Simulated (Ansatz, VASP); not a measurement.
## Two plane-wave programs on Rb3Na

```
CELL_PARAMETERS angstrom
6.76060 0.00000 0.00000
0.00000 6.76060 0.00000
0.00000 0.00000 6.76060
ATOMIC_POSITIONS crystal
Rb 0.00000 0.50000 0.50000
Rb 0.50000 0.00000 0.50000
Rb 0.50000 0.50000 0.00000
Na 0.00000 0.00000 0.00000
```

The cell comes from a database or a generator and needn't be the stable form of this composition.

Alike in both runs: task single point; functional LDA; k mesh 4 × 4 × 4; occupations methfessel-paxton of order 1, width 0.1 eV; no spin polarisation.

|  | VASP | Ansatz |
| --- | --- | --- |
| version | VASP 6.6.1 | Ansatz 0.2.0 |
| potentials or method | VASP PAW LDA potentials, release 64 (Rb_sv, Na_pv) | plane waves, PAW |
| plane-wave cutoff (eV) | 520 | 450 |
| valence electrons in the cell | 34 | 36 |

|  | VASP | Ansatz | Ansatz less VASP |
| --- | --- | --- | --- |
| pressure (GPa) | -0.5 | -0.5 | 0.00 |

The two sets of potentials don't hold the same shells in valence.
